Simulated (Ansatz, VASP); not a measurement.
# Te2Mo in two plane-wave programs, part 3 of 3

Wanted: the spread between two codes on one cell, functional and k mesh.  Valence electrons are named where the data sets of a main pair hold unlike numbers.

VASP 6.6.1 and Ansatz 0.2.0.

So far. Step 4 (Comparison): The forces differ by 7.5 meV/Å r.m.s., which is 10.6 % of the r.m.s. force of 0.070 eV/Å (both taken over all components). Among the levels compared at these points, filled levels agree within 11 meV and empty ones within 10 meV. Step 6 (VASP: band structure, r2SCAN): The PAW data sets were made with PBE, which is usual practice but a small mismatch for other functionals. At this level the cell is under a pressure of 2.4 GPa, so at these settings it is away from equilibrium.

### Step 11. VASP: band structure, PBE, spin-orbit coupling (continued)

Level of this step: PBE, spin-orbit coupling, no spin polarisation; plane waves and PAW (Te, Mo_sv) (VASP).

Numbers of over 12 decimals in the logs are rounded to 6 here.

Parts of OUTCAR (step 11):

```text
  Total        2.5152736      2.5152736      2.9876135      0.0000000      0.0000000      0.0000000
  in kB       26.9039362     26.9039362     31.9561906      0.0000000      0.0000000      0.0000000
  external PRESSURE =      28.5880210 kB  Pullay stress =       0.0000000 kB

 POSITION                                       TOTAL-FORCE (eV/Angst)
 -----------------------------------------------------------------------------------
     -0.00000      2.03123      8.67761        -0.000000     -0.000000     -0.207457
      1.75910      1.01562      1.69081         0.000000     -0.000000     -0.207457
     -0.00000      2.03123     12.28279        -0.000000      0.000000      0.207457
      1.75910      1.01562      5.29599         0.000000     -0.000000      0.207457
     -0.00000      2.03123      3.49340         0.000000     -0.000000      0.000000
      1.75910      1.01562     10.48020        -0.000000     -0.000000      0.000000
 -----------------------------------------------------------------------------------
    total drift:                               -0.000000      0.000000     -0.000000

  FREE ENERGIE OF THE ION-ELECTRON SYSTEM (eV)
  ---------------------------------------------------
  free  energy   TOTEN  =       -36.5840720822 eV

  energy  without entropy=      -36.5840720822  energy(sigma->0) =      -36.58407208

 magnetization (x)
# of ion       s       p       d       tot
------------------------------------------
    1        0.000  -0.000  -0.000  -0.000
    2        0.000   0.000  -0.000   0.000
    3        0.000   0.000   0.000   0.000
    4        0.000   0.000   0.000   0.000
    5       -0.000   0.000   0.000  -0.000
    6        0.000  -0.000   0.000   0.000
--------------------------------------------------
tot          0.000   0.000   0.000   0.000

 magnetization (y)
# of ion       s       p       d       tot
------------------------------------------
    1        0.000   0.000   0.000   0.000
    2       -0.000   0.000   0.000  -0.000
    3       -0.000   0.000   0.000  -0.000
    4        0.000   0.000   0.000   0.000
    5        0.000  -0.000   0.000   0.000
    6        0.000  -0.000   0.000   0.000
--------------------------------------------------
tot         -0.000  -0.000   0.000   0.000

 magnetization (z)
# of ion       s       p       d       tot
------------------------------------------
    1        0.000   0.000   0.000   0.000
    2        0.000   0.000   0.000   0.000
    3        0.000   0.000   0.000   0.000
    4        0.000   0.000   0.000   0.000
    5        0.000   0.000   0.000   0.000
    6        0.000   0.000   0.000   0.000
--------------------------------------------------
tot          0.000   0.000   0.000   0.000

[... 1 part as in an earlier step ...]

[... 2 further parts left out ...]
[key lines of the parts left out:]
E-fermi :   8.4241
```

At this level the cell is under a pressure of 2.9 GPa, so at these settings it is away from equilibrium.

### Step 12. Comparison

What differs besides the data sets and the points named for the pairs above, as far as they apply: spin-orbit coupling enters by fully relativistic files in Ansatz and inside the spheres in VASP; the data sets hold 92 valence electrons in Ansatz (on its fully relativistic PAW (standard-fr) files) and 52 in VASP. Total energies have different zeros and are not compared.

The two programs side by side:

```csv
quantity,Ansatz,VASP,difference
pressure (GPa),3.03,2.86,+0.17
gap over the path points (eV),0.696,0.690,+0.005
```

Forces (eV/Å; atoms numbered as in POSCAR):

```csv
atom,"Ansatz x, y, z","VASP x, y, z"
Te1,"0.000, 0.000, -0.187","0.000, 0.000, -0.207"
Te2,"0.000, 0.000, -0.187","0.000, 0.000, -0.207"
Te3,"0.000, 0.000, 0.187","0.000, 0.000, 0.207"
Te4,"0.000, 0.000, 0.187","0.000, 0.000, 0.207"
Mo5,"0.000, 0.000, 0.000","0.000, 0.000, 0.000"
Mo6,"0.000, 0.000, 0.000","0.000, 0.000, 0.000"
```

Levels at points of the path, from each program's valence-band top (eV; 8 filled, then empty):

```csv
k (reciprocal lattice),Ansatz,VASP
0.000 0.000 0.000,-0.95 -0.95 -0.92 -0.92 -0.38 -0.38 0.00 0.00 2.54 2.54 2.67 2.67 2.80 2.80,-0.96 -0.96 -0.93 -0.93 -0.37 -0.37 0.00 0.00 2.56 2.56 2.69 2.69 2.83 2.83
0.133 0.000 0.000,-1.09 -1.09 -0.99 -0.99 -0.28 -0.28 -0.19 -0.19 2.08 2.08 2.16 2.16 2.22 2.22,-1.10 -1.10 -1.00 -1.00 -0.28 -0.28 -0.17 -0.17 2.08 2.08 2.17 2.17 2.22 2.22
0.300 0.000 0.000,-1.22 -1.22 -1.06 -1.06 -0.97 -0.97 -0.84 -0.84 1.08 1.08 1.56 1.56 1.73 1.73,-1.23 -1.23 -1.07 -1.07 -0.98 -0.98 -0.84 -0.84 1.08 1.08 1.57 1.57 1.72 1.72
0.467 0.000 0.000,-1.09 -1.09 -0.96 -0.96 -0.59 -0.59 -0.34 -0.34 1.24 1.24 1.31 1.31 1.42 1.42,-1.09 -1.09 -0.97 -0.97 -0.60 -0.60 -0.35 -0.35 1.24 1.24 1.30 1.30 1.42 1.42
0.467 0.067 0.000,-1.33 -1.33 -1.19 -1.19 -0.59 -0.59 -0.30 -0.30 1.27 1.27 1.31 1.31 1.45 1.45,-1.33 -1.33 -1.20 -1.20 -0.59 -0.59 -0.31 -0.31 1.26 1.26 1.30 1.30 1.44 1.44
0.411 0.178 0.000,-1.93 -1.93 -1.63 -1.63 -0.55 -0.55 -0.24 -0.24 1.15 1.15 1.28 1.28 1.69 1.69,-1.92 -1.92 -1.62 -1.62 -0.55 -0.55 -0.25 -0.25 1.15 1.15 1.27 1.27 1.69 1.69
0.356 0.289 0.000,-1.92 -1.92 -1.77 -1.77 -0.39 -0.39 -0.08 -0.08 0.96 0.96 1.00 1.00 1.20 1.20,-1.91 -1.91 -1.76 -1.76 -0.40 -0.40 -0.08 -0.08 0.95 0.95 0.99 0.99 1.19 1.19
0.289 0.289 0.000,-1.89 -1.89 -1.68 -1.68 -0.48 -0.48 -0.18 -0.18 1.00 1.00 1.16 1.16 1.27 1.27,-1.89 -1.89 -1.67 -1.67 -0.49 -0.49 -0.19 -0.19 0.99 0.99 1.15 1.15 1.26 1.26
0.200 0.200 0.000,-1.36 -1.36 -1.14 -1.14 -0.73 -0.73 -0.52 -0.52 0.70 0.70 1.46 1.46 1.52 1.52,-1.35 -1.35 -1.13 -1.13 -0.73 -0.73 -0.53 -0.53 0.69 0.69 1.46 1.46 1.51 1.51
0.178 0.178 0.000,-1.26 -1.26 -0.95 -0.95 -0.78 -0.78 -0.58 -0.58 0.74 0.74 1.48 1.48 1.52 1.52,-1.25 -1.25 -0.95 -0.95 -0.78 -0.78 -0.59 -0.59 0.74 0.74 1.48 1.48 1.52 1.52
```

The forces differ by 9.8 meV/Å r.m.s., which is 10.0 % of the r.m.s. force of 0.098 eV/Å (both taken over all components). Among the levels compared at these points, filled levels agree within 14 meV and empty ones within 22 meV.

### Step 13. Outcome

```json
{
  "largest difference of a filled level at the path points (band structure, PBE)": "11 meV",
  "r.m.s. force difference (band structure, PBE)": "7.5 meV/Å",
  "r.m.s. force difference (band structure, r2SCAN)": "12 meV/Å",
  "largest difference of a filled level at the path points (band structure, PBE, spin-orbit coupling)": "14 meV",
  "r.m.s. force difference (band structure, PBE, spin-orbit coupling)": "9.8 meV/Å"
}
```

The r.m.s. force difference is 12 meV/Å (band structure, r2SCAN), at about the 12 meV/Å picked in this series as the mark of a large difference. The data sets hold unlike numbers of valence electrons (92 in Ansatz and 52 in VASP), so part of the differences comes from the potentials. For band structure, PBE, no further run moves any of the tabulated differences by more than a quarter of its size. For band structure, r2SCAN, no further run moves any of the tabulated differences by more than a quarter of its size. 1 further run of this series is not shown here. How closely two codes agree says nothing of how well the functional describes the real material.

[Lines on the potential files, build, host, timing and source positions are cut from VASP's logs without a mark.]

[Logs are printed without paths, hosts, clocks, repeated set-up lines and the standing remarks that a program may print on its own settings, such as how far it seeks lower states.]

[Hosts, paths, dates, database ids (printed as entryN), source tags and the programs' standing remarks are cut or masked in the printed files.]
